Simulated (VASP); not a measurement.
Calculation: PBE GGA, VASP's PBE PAW potentials (set 64) (plane waves; VASP).

Input for VASP

KPOINTS:
```
Automatic mesh
0
Gamma
15 15 8
0 0 0
```

INCAR:
```
! general
SYSTEM  = Co
PREC    = Accurate
ENCUT   = 400
LREAL   = .FALSE.
LASPH   = .TRUE.

! electronic loop
EDIFF   = 1E-6
NELM    = 100
ALGO    = Normal
LMAXMIX = 4

! smearing
ISMEAR  = -5

! functional
GGA     = PE

! spin
ISPIN   = 2
MAGMOM  = 1.8 1.8

! ions
ISIF    = 2

! output
LWAVE   = .FALSE.
LCHARG  = .FALSE.
LORBIT  = 10
```

**POSCAR**
```
Co
2.56020
  0.5000000000  -0.8660253105   0.0000000000
  0.5000000000   0.8660253105   0.0000000000
  0.0000000000   0.0000000000   1.6215139442
Co
2
Direct
  0.3333330000   0.6666670000   0.2500000000
  0.6666670000   0.3333330000   0.7500000000
```

POTCAR, in this order: Co (PBE.64 set). Program: vasp_std.

Predict the energy per atom (σ→0), cell moment, band gap (on the k-mesh).

| Item | Value |
|---|---|
| energy per atom (σ→0) | -6.988 eV/atom |
| cell moment | 3.29 μB |
| band gap (on the k-mesh) | none (metal, semimetal or under 0.01 eV) |

File OSZICAR:
```
...
DAV:   8    -0.139907674461E+02    0.13436E-01   -0.20692E-02 11110   0.150E+00    0.159E+00
DAV:   9    -0.139770038567E+02    0.13764E-01   -0.65459E-03 11701   0.134E+00    0.473E-01
DAV:  10    -0.139764634007E+02    0.54046E-03   -0.83866E-04 10749   0.373E-01    0.146E-01
DAV:  11    -0.139763092467E+02    0.15415E-03   -0.19121E-04 11590   0.223E-01    0.379E-02
DAV:  12    -0.139763136741E+02   -0.44274E-05   -0.90015E-06  9247   0.437E-02    0.189E-02
DAV:  13    -0.139763117182E+02    0.19559E-05   -0.14335E-06  5987   0.176E-02    0.861E-03
DAV:  14    -0.139763120855E+02   -0.36725E-06   -0.72167E-07  4898   0.985E-03
   1 F= -.13976312E+02 E0= -.13976312E+02  d E =0.000000E+00  mag=     3.2858
```

The compound is Co in the hcp structure. The cell was not relaxed at this level. The run is one of a series of settings (ISMEAR = -5, SIGMA removed against the base run), some of them coarse on purpose.
